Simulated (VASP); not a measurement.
```
CELL_PARAMETERS angstrom
     -1.47586     1.47586     1.47586
      1.47586    -1.47586     1.47586
      1.47586     1.47586    -1.47586
ATOMIC_POSITIONS crystal
  V  0.00000 0.00000 0.00000
```

The numbers are results of PBEsol GGA, VASP's PBE PAW potentials (set 64) (plane waves; VASP), not measurements. Settings: 480 eV cut-off, 16×16×16 Γ-centred mesh, first-order Methfessel-Paxton smearing of 0.10 eV, potentials V_sv.

Each row applies one change to this cell, which was relaxed at other settings and keeps the small stress of the first row; at a fixed cut-off the stress holds a Pulay part, so it need not integrate to ΔE exactly. Stress is in GPa, positive when the cell is compressed.

| change | ΔE (meV/atom) | σxx | σyy | σzz | largest shear component, with its sign (GPa) | largest force (eV/Å) |
|---|---|---|---|---|---|---|
| none | 0.0 | 1.20 | 1.20 | 1.20 | 0.00 | 0.000 |
| isotropic strain of +1.5 % | 9.8 | -6.92 | -6.92 | -6.92 | 0.00 | 0.000 |
| isotropic strain of +2.0 % | 19.4 | -9.31 | -9.31 | -9.31 | 0.00 | 0.000 |
| biaxial strain of +1.0 % in the yz plane | 0.8 | -2.02 | -2.85 | -2.85 | 0.00 | 0.000 |
| uniaxial strain of +2.0 % along y | 1.4 | -1.84 | -3.84 | -1.84 | 0.00 | 0.000 |
| uniaxial strain of -1.5 % along z | 4.1 | 3.80 | 3.80 | 5.34 | 0.00 | 0.000 |
| biaxial strain of +3.0 % in the xz plane | 21.3 | -10.34 | -7.23 | -10.34 | 0.00 | 0.000 |

Failed runs are left out, and for metals the shear rows, which the mesh's noise covers.

The compound is V in the bcc structure. The run is not spin-polarised, so no magnetic state was tried.
